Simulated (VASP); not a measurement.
```
CELL_PARAMETERS angstrom
      3.71054     0.00000     0.00000
     -1.85527     3.21342     0.00000
      0.00000     0.00000    16.94733
ATOMIC_POSITIONS crystal
  Zr 0.00000 0.00000 0.50000
  S  0.33333 0.66667 0.58696
  S  0.66667 0.33333 0.41304
```

The numbers are results of PBE GGA, VASP's PBE PAW potentials (set 64) (plane waves; VASP 6.6.1), not measurements. Run with 300 eV cut-off, 8×8×1 Γ-centred mesh, Gaussian smearing of 0.27 eV, potentials Zr_sv S.

The cell holds a wide vacuum, so values per volume refer to the whole cell.

Q: Give the energies of bands 7 to 17 at the high-symmetry points, in eV from the valence-band maximum.

A: 
```tsv
band	Γ	M	K
7	-3.57	-4.04	-3.07
8	-2.48	-2.63	-3.07
9	-2.48	-2.28	-2.96
10	-0.77	-2.13	-1.74
11	0.00	-1.10	-1.74
12	0.00	-0.90	-1.50
13	1.68	1.16	2.38
14	1.68	3.29	3.08
15	2.53	3.57	3.08
16	5.06	5.40	5.17
17	5.06	6.14	5.17
```

The gap is indirect, 1.16 eV, from the valence maximum at Γ to the conduction minimum at M.

The cell is a sheet with vacuum, built from a generated structure.
